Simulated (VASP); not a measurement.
Consider the following.

```
CELL_PARAMETERS angstrom
     -3.08777     3.08777     2.52364
      3.08777    -3.08777     2.52364
      3.08777     3.08777    -2.52364
ATOMIC_POSITIONS crystal
  Ta 0.66359 0.83641 0.50000
  Ta 0.33641 0.16359 0.50000
  Ta 0.83641 0.33641 0.17282
  Ta 0.16359 0.66359 0.82718
  Si 0.25000 0.25000 0.00000
  Si 0.75000 0.75000 0.00000
```

All values below come from LDA (Ceperley-Alder, Perdew-Zunger), VASP's LDA PAW potentials (set 64) (plane waves; VASP 6.6.1). Settings: 300 eV cut-off, 7×7×7 Γ-centred mesh, Gaussian smearing of 0.10 eV, potentials Ta_pv Si.

At this cut-off the stress carries a Pulay error, which pulls relaxed volumes low. Unless said otherwise, spin-orbit coupling is left out, though it shifts the bands of the heavy elements here.

Q: Estimate the energy per atom (σ→0), pressure, largest force, band gap (on the k-mesh) with the smallest direct gap where there is one.

A: 
```
Quantity                                                    Result
------------------------  ----------------------------------------
band gap (on the k-mesh)  none (metal, semimetal or under 0.01 eV)
energy per atom (σ→0)                              -11.107 eV/atom
pressure                                                 -7.35 GPa
largest force                                           0.074 eV/Å
```

The absolute energy has meaning only against runs of the same code, potentials and settings.

The structure comes from a computed database's Ta2Si entry (I4/mcm); how it stands against other phases isn't given here. The cell was not relaxed at this level.
